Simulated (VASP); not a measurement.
# Hf2N2O in VASP: further runs, part 2 of 2

VASP 6.6.1. The steps go on from the part before.

**3. Single point, LDA**

Contents of INCAR:

```
ALGO     = Fast           # electronic algorithm
DIPOL    = 0.5 0.5 0.484
EDIFF    = 1E-6           # SCF threshold, eV
ENCUT    = 520            # plane-wave cutoff, eV
IDIPOL   = 3            
ISIF     = 2              # what is computed and relaxed
ISMEAR   = 0              # smearing method
LASPH    = T              # aspherical terms in the spheres
LCHARG   = F              # write CHGCAR
LDIPOL   = T            
LREAL    = F              # projectors in reciprocal space
LWAVE    = F              # write WAVECAR
NBANDS   = 26             # bands
NELM     = 60             # most SCF steps
PREC     = Accurate       # precision mode
SIGMA    = 0.1            # smearing width, eV
```

Contents of KPOINTS:

```
k-points
0
Gamma
  6 6 1
```

Contents of POSCAR:

```
Hf2N2O
1.0
    3.4716425656      0.0000000000      0.0000000000
    1.7358212828      3.0065306547      0.0000000000
    0.0000000000      0.0000000000     18.5432303563
Hf N O
2 2 1
Direct
    0.0000000000      0.0000000000      0.3559250397
    0.6666666667      0.6666666667      0.5087886039
    0.6666666667      0.6666666667      0.3941409307
    0.3333333333      0.3333333333      0.5470044950
    0.6666666667      0.6666666667      0.6119732404
```

Potentials or basis: VASP PAW LDA potentials, release 64 (Hf_pv, N, O).

Launch:

```
cat potpaw_LDA.64/Hf_pv/POTCAR potpaw_LDA.64/N/POTCAR potpaw_LDA.64/O/POTCAR > POTCAR
mpirun -np 1 vasp_std > vasp.out
```

It took 1.7 min on 1 thread of Intel Xeon Platinum 8559C (Emerald Rapids), shared host; peak memory 0.26 GiB.

The run converged. Its results:

* Free energy: -46.9130 eV
* Largest force: 4.242 eV/Å
* Band gap on the k mesh: none (metal or under the smearing width)

Forces in eV/Å, atoms in the order of the input:
```
Hf   0.000  0.000  1.502
Hf   0.000  0.000  4.242
N    0.000  0.000 -2.803
N    0.000  0.000 -3.008
O    0.000  0.000  0.068
```

Levels at points of the mesh, in eV from the Fermi level:
```tsv
k point	band 15	band 16	band 17	band 18	band 19	band 20	band 21	band 22
(0.00, 0.00, 0.00)	-2.94	-1.49	-1.17	-1.17	-0.65	2.15	2.15	2.43
(0.50, 0.00, 0.00)	-2.13	-1.50	-0.14	0.03	0.07	0.82	2.16	2.93
```

The run has no spin-orbit coupling, so splittings on Hf are missing.

**4. Single point, LDA**

Contents of INCAR:

```
SYSTEM = Hf2N2O
PREC     = Accurate       ! precision mode
ENCUT    = 520            ! plane-wave cutoff, eV
EDIFF    = 1E-6           ! SCF threshold, eV
ISMEAR   = 0              ! smearing method
SIGMA    = 0.1            ! smearing width, eV
LREAL    = .False.        ! projectors in reciprocal space
LASPH    = .True.         ! aspherical terms in the spheres
NELM     = 80             ! most SCF steps
ALGO     = Normal         ! electronic algorithm
ISIF     = 2              ! what is computed and relaxed
LWAVE    = .False.        ! write WAVECAR
LCHARG   = .False.        ! write CHGCAR
LDIPOL   = .True.       
IDIPOL   = 3            
DIPOL    = 0.5 0.5 0.485
NBANDS   = 26             ! bands
```

Contents of KPOINTS:

```
Automatic mesh
0
Gamma
  6 6 1
  0 0 0
```

Edit POSCAR of step 3 so:

```diff
@@ -12,2 +12,2 @@
     0.3333333333      0.3333333333      0.5470044950
-    0.6666666667      0.6666666667      0.6119732404
+    0.3333333333      0.3333333333      0.6181384292
```

Potentials or basis: VASP PAW LDA potentials, release 64 (Hf_pv, N, O).

Launch:

```
cat potpaw_LDA.64/Hf_pv/POTCAR potpaw_LDA.64/N/POTCAR potpaw_LDA.64/O/POTCAR > POTCAR
mpirun -np 1 vasp_std > vasp.out
```

OUTCAR:

```text
SYSTEM = Hf2N2O
   PREC = Accurate
   ENCUT = 520
   EDIFF = 1E-6
   ISMEAR = 0
   LREAL = .False.
   LASPH = .True.
   NELM = 80
   ISIF = 2

 ion  position               nearest neighbor table
   1  0.000  0.000  0.356-   3 2.13   3 2.13   3 2.13   2 3.47   2 3.47   2 3.47
   2  0.667  0.667  0.509-   4 2.13   4 2.13   3 2.13   4 2.13   5 2.85   5 2.85   5 2.85   1 3.47
                             1 3.47   1 3.47
   3  0.667  0.667  0.394-   1 2.13   1 2.13   1 2.13   2 2.13
   4  0.333  0.333  0.547-   5 1.32   2 2.13   2 2.13   2 2.13
   5  0.333  0.333  0.618-   4 1.32   2 2.85   2 2.85   2 2.85

  LATTYP: Found a hexagonal cell.
[... 395 lines left out ...]
  Total       -4.6562262     -4.6562262     -3.3697358      0.0000000      0.0000000     -0.0000000
  in kB      -38.5441628    -38.5441628    -27.8946169      0.0000000      0.0000000     -0.0000000
  external PRESSURE =     -34.9943142 kB  Pullay stress =       0.0000000 kB

 VOLUME and BASIS-vectors are now :
 -----------------------------------------------------------------------------
  energy-cutoff  :      520.00
  volume of cell :      193.55
      direct lattice vectors                 reciprocal lattice vectors
     3.471642566  0.000000000  0.000000000     0.288048087 -0.166304641  0.000000000
     1.735821283  3.006530655  0.000000000     0.000000000  0.332609281  0.000000000
     0.000000000  0.000000000 18.543230356     0.000000000  0.000000000  0.053928036

 POSITION                                       TOTAL-FORCE (eV/Angst)
 -----------------------------------------------------------------------------------
      0.00000      0.00000      6.60000        -0.000000     -0.000000      1.828031
      3.47164      2.00435      9.43458        -0.000000     -0.000000      0.082985
      3.47164      2.00435      7.30865        -0.000000     -0.000000     -0.902078
      1.73582      1.00218     10.14323        -0.000000     -0.000000     -1.505875
      1.73582      1.00218     11.46228         0.000000      0.000000      0.496937
 -----------------------------------------------------------------------------------
    total drift:                                0.000001      0.000001      0.002698

  FREE ENERGIE OF THE ION-ELECTRON SYSTEM (eV)
  ---------------------------------------------------
  free  energy   TOTEN  =       -48.3221947757 eV

  energy  without entropy=      -48.3072315516  energy(sigma->0) =      -48.31471316

 vacuum level on the upper side and lower side of the slab         5.500         2.306
```

OSZICAR:

```text
N       E                     dE             d eps       ncg     rms          rms(c)
DAV:   1     0.213484733815E+03    0.21348E+03   -0.18226E+04   404   0.115E+03
DAV:   2    -0.330047427085E+02   -0.24649E+03   -0.23884E+03   490   0.286E+02
DAV:   3    -0.566229202355E+02   -0.23618E+02   -0.23391E+02   454   0.771E+01
[... 34 lines left out ...]
DAV:  38    -0.483222592051E+02    0.36530E-04   -0.34555E-05   454   0.271E-02    0.868E-02
DAV:  39    -0.483222968030E+02   -0.37598E-04   -0.14521E-05   386   0.141E-02    0.100E-01
DAV:  40    -0.483222010067E+02    0.95796E-04   -0.20032E-04   444   0.478E-02    0.324E-02
DAV:  41    -0.483221940833E+02    0.69234E-05   -0.79670E-05   508   0.346E-02    0.157E-02
DAV:  42    -0.483221947757E+02   -0.69245E-06   -0.53871E-06   416   0.113E-02
   1 F= -.48322195E+02 E0= -.48314713E+02  d E =-.149632E-01
```

stdout:

```text
POSCAR found type information on POSCAR HfN O
 POSCAR found :  3 types and       5 ions
 scaLAPACK will be used
 LDA part: xc-table for (Slater(with rela. corr.)+CA(PZ))
 , standard interpolation
 POSCAR, INCAR and KPOINTS ok, starting setup
 FFT: planning ... GRIDC
 FFT: planning ... GRID_SOFT
 FFT: planning ... GRID
 WAVECAR not read
 entering main loop
```

Wall time 86 s (1 thread of Intel Xeon Platinum 8559C (Emerald Rapids), shared host); peak memory 0.27 GiB.

Results:

```yaml
Free_energy: -48.3222 eV
Largest_force: 1.828 eV/Å
Band_gap_on_the_k_mesh: none (metal or under the smearing width)
```

Forces in eV/Å, atoms in the order of the input:
```
Hf   0.000  0.000  1.828
Hf   0.000  0.000  0.083
N    0.000  0.000 -0.902
N    0.000  0.000 -1.506
O    0.000  0.000  0.497
```
